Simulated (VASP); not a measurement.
Runs of VASP 6.6.1 on CsSi2. Symmetry: P-6m2, No. 187, hexagonal system. The conventional cell has a = 6.372 Å, b = 6.372 Å, c = 4.479 Å, α = 90.00°, β = 90.00°, γ = 120.00°. Cs (site symmetry -6m2) is surrounded by 6 Si at 3.85 Å. Si (site symmetry 3m) has 2 Si at 2.24 Å as nearest neighbours. The cell was built by a generator and needn't be a form met in nature.

| level | potentials or basis | gap on the mesh (eV) | pressure (GPa) | relaxed volume (Å³/atom) |
| --- | --- | --- | --- | --- |
| PBE | VASP PAW PBE potentials, release 64 (Cs_sv, Si) | none | 0.0 | 51.35 |
| optB88-vdW | VASP PAW PBE potentials, release 64 (Cs_sv, Si) | none | 0.0 | 49.34 |
| PW91 | VASP PAW PBE potentials, release 64 (Cs_sv, Si) | none | 0.0 | 51.29 |
| LDA | VASP PAW LDA potentials, release 64 (Cs_sv, Si) | none | 0.0 | (a) |
| BLYP | VASP PAW PBE potentials, release 64 (Cs_sv, Si) | none | 0.0 | (b) |
| AM05 | VASP PAW PBE potentials, release 64 (Cs_sv, Si) | none | 0.0 | 50.47 |
| PBEsol | VASP PAW PBE potentials, release 64 (Cs_sv, Si) | none | 0.0 | 48.96 |
| RPBE | VASP PAW PBE potentials, release 64 (Cs_sv, Si) | none | 0.0 | 54.20 |

Alike in all rows: task relaxation of cell and atoms; no spin polarisation; cell relaxed; k mesh 5 × 5 × 6; cutoff (eV) 600; smearing fermi-dirac 0.05 eV.

Task: Fill in the values left out.

Result: (a) 46.64; (b) 58.34.

Caveats: the PAW data sets were made with another functional, which shifts forces and pressure a little (some runs).

A k mesh can miss the band edges, and the runs leave out spin-orbit coupling on Cs.

A gap of «none» marks a metal or a gap under the smearing width.
